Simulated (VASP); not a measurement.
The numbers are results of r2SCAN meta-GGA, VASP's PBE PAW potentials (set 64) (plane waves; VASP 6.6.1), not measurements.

The input files of a VASP run:

File KPOINTS:
```
kpoints
0
Gamma
  15 15 15
```

INCAR:
```
SYSTEM=Pt
PREC=Accurate; ENCUT=400; LREAL=F
LASPH=T
EDIFF=1E-6; NELM=100; ALGO=Normal
LMAXMIX=6; LMIXTAU=T
ISMEAR=1; SIGMA=0.1
METAGGA=R2SCAN
IBRION=2; NSW=60; ISIF=3
EDIFFG=-0.01
LWAVE=F; LCHARG=F
```

POSCAR:
```
Pt
1
   -1.5556530000     1.5556530000     1.5556530000
    1.5556530000    -1.5556530000     1.5556530000
    1.5556530000     1.5556530000    -1.5556530000
Pt
1
Direct
  0.0000000000   0.0000000000   0.0000000000
```

POTCAR, in this order: Pt (PBE.64 set). Program: vasp_std.

Output of the run:

**OSZICAR**
```
       N       E                     dE             d eps       ncg     rms          rms(c)
DAV:   1    -0.197305325285E+02   -0.19731E+02   -0.48531E+03  2353   0.848E+02
DAV:   2    -0.542708140385E+02   -0.34540E+02   -0.32314E+02  2305   0.166E+02
DAV:   3    -0.546268905425E+02   -0.35608E+00   -0.34657E+00  2501   0.168E+01
DAV:   4    -0.546281663949E+02   -0.12759E-02   -0.12758E-02  2319   0.107E+00
DAV:   5    -0.546281769029E+02   -0.10508E-04   -0.10508E-04  2403   0.943E-02    0.130E+01
DAV:   6    -0.509552686200E+02    0.36729E+01   -0.34306E+00  2176   0.157E+01    0.631E+00
DAV:   7    -0.512585416819E+02   -0.30327E+00   -0.60560E-01  2168   0.448E+00    0.457E+00
DAV:   8    -0.513746039742E+02   -0.11606E+00   -0.35827E-01  2175   0.380E+00    0.103E+00
DAV:   9    -0.514041228255E+02   -0.29519E-01   -0.45165E-02  2177   0.147E+00    0.184E-01
DAV:  10    -0.514082605875E+02   -0.41378E-02   -0.29271E-03  2208   0.387E-01    0.305E-02
DAV:  11    -0.514072616880E+02    0.99890E-03   -0.10493E-03  2242   0.239E-01    0.115E-01
DAV:  12    -0.514083154616E+02   -0.10538E-02   -0.67935E-04  2197   0.162E-01    0.175E-02
DAV:  13    -0.514083552028E+02   -0.39741E-04   -0.70955E-05  2261   0.638E-02    0.827E-03
DAV:  14    -0.514083550177E+02    0.18517E-06   -0.18259E-06  1795   0.126E-02
   1 F= -.51408355E+02 E0= -.51408335E+02  d E =-.514084E+02
       N       E                     dE             d eps       ncg     rms          rms(c)
DAV:   1    -0.523816744593E+02   -0.97332E+00   -0.25666E+01  2174   0.528E+01    0.649E+00
DAV:   2    -0.512643263046E+02    0.11173E+01   -0.45569E+00  2171   0.160E+01    0.311E+00
DAV:   3    -0.513292212618E+02   -0.64895E-01   -0.10754E-01  2234   0.328E+00    0.258E+00
DAV:   4    -0.512534611342E+02    0.75760E-01   -0.50700E-01  2213   0.417E+00    0.130E+00
DAV:   5    -0.513421078698E+02   -0.88647E-01   -0.18601E-01  2162   0.278E+00    0.222E-01
DAV:   6    -0.513424643072E+02   -0.35644E-03   -0.39760E-03  2280   0.604E-01    0.462E-02
DAV:   7    -0.513430794464E+02   -0.61514E-03   -0.41532E-04  2206   0.243E-01    0.327E-02
DAV:   8    -0.513430920079E+02   -0.12562E-04   -0.38509E-05  2258   0.603E-02    0.147E-02
DAV:   9    -0.513431190669E+02   -0.27059E-04   -0.32756E-05  2194   0.502E-02    0.167E-03
DAV:  10    -0.513431194821E+02   -0.41518E-06   -0.42800E-07  1120   0.683E-03
   2 F= -.51343119E+02 E0= -.51343235E+02  d E =0.652355E-01
       N       E                     dE             d eps       ncg     rms          rms(c)
DAV:   1    -0.519573345315E+02   -0.61422E+00   -0.13353E+01  2176   0.384E+01    0.522E+00
DAV:   2    -0.513972850898E+02    0.56005E+00   -0.19473E+00  2174   0.112E+01    0.114E+00
DAV:   3    -0.514077237218E+02   -0.10439E-01   -0.67699E-02  2233   0.275E+00    0.109E+00
DAV:   4    -0.514171766541E+02   -0.94529E-02   -0.21094E-02  2466   0.893E-01    0.720E-01
DAV:   5    -0.514180638839E+02   -0.88723E-03   -0.36964E-03  2295   0.614E-01    0.140E-01
DAV:   6    -0.514187637108E+02   -0.69983E-03   -0.54451E-03  2217   0.638E-01    0.376E-02
DAV:   7    -0.514190092718E+02   -0.24556E-03   -0.12495E-04  2193   0.130E-01    0.299E-02
DAV:   8    -0.514190107272E+02   -0.14554E-05   -0.89221E-05  2239   0.693E-02    0.882E-03
DAV:   9    -0.514190250902E+02   -0.14363E-04   -0.11647E-05  2210   0.385E-02    0.110E-03
DAV:  10    -0.514190253626E+02   -0.27238E-06   -0.92826E-08  1111   0.346E-03
   3 F= -.51419025E+02 E0= -.51419054E+02  d E =-.106703E-01
       N       E                     dE             d eps       ncg     rms          rms(c)
DAV:   1    -0.514190870600E+02   -0.61970E-04   -0.13165E-03  2173   0.385E-01    0.478E-02
DAV:   2    -0.514190323739E+02    0.54686E-04   -0.20577E-04  2171   0.113E-01    0.153E-02
DAV:   3    -0.514190352963E+02   -0.29224E-05   -0.70505E-06  2239   0.267E-02    0.142E-02
DAV:   4    -0.514190363016E+02   -0.10053E-05   -0.56561E-06  1224   0.147E-02    0.663E-03
DAV:   5    -0.514190364025E+02   -0.10099E-06   -0.34779E-07  1080   0.556E-03
   4 F= -.51419036E+02 E0= -.51419065E+02  d E =-.106814E-01
```

**OUTCAR**
```
------------------------ aborting loop because EDIFF is reached ----------------------------------------
  FORCE on cell =-STRESS in cart. coord.  units (eV):
  Direction    XX          YY          ZZ          XY          YZ          ZX
  --------------------------------------------------------------------------------------
  Total       -0.0016308     -0.0016308     -0.0016308     -0.0000000     -0.0000000     -0.0000000
  in kB       -0.1686123     -0.1686123     -0.1686123     -0.0000000     -0.0000000     -0.0000000
  external PRESSURE =      -0.1686123 kB  Pullay stress =       0.0000000 kB
  volume of cell :       15.50
      direct lattice vectors                 reciprocal lattice vectors
    -1.570558698  1.570558698  1.570558698     0.000000000  0.318358047  0.318358047
     1.570558698 -1.570558698  1.570558698     0.318358047  0.000000000  0.318358047
     1.570558698  1.570558698 -1.570558698     0.318358047  0.318358047  0.000000000
 POSITION                                       TOTAL-FORCE (eV/Angst)
 -----------------------------------------------------------------------------------
      0.00000     -0.00000      0.00000         0.000000     -0.000000      0.000000
 -----------------------------------------------------------------------------------
    total drift:                                0.000000      0.000000      0.000000
  FREE ENERGIE OF THE ION-ELECTRON SYSTEM (eV)
  ---------------------------------------------------
  free  energy   TOTEN  =       -51.4190364025 eV

  energy  without entropy=      -51.4191220845  energy(sigma->0) =      -51.41906496

 reached required accuracy - stopping structural energy minimisation
```
(Selected blocks of OUTCAR.)

CONTCAR:
```
Pt
   1.00000000000000
    -1.5705586976799497    1.5705586976799497    1.5705586976799497
     1.5705586976799497   -1.5705586976799497    1.5705586976799497
     1.5705586976799497    1.5705586976799497   -1.5705586976799497
  Pt
     1
Direct
     0.0000000000000000    0.0000000000000000    0.0000000000000000
```

Energy and stress use the plane-wave basis of the starting cell.

The structure was generated: Pt was put into the bcc type (Im-3m), which need not be its known phase. This run relaxes it. Symmetry was kept, so distortions that lower it aren't found.
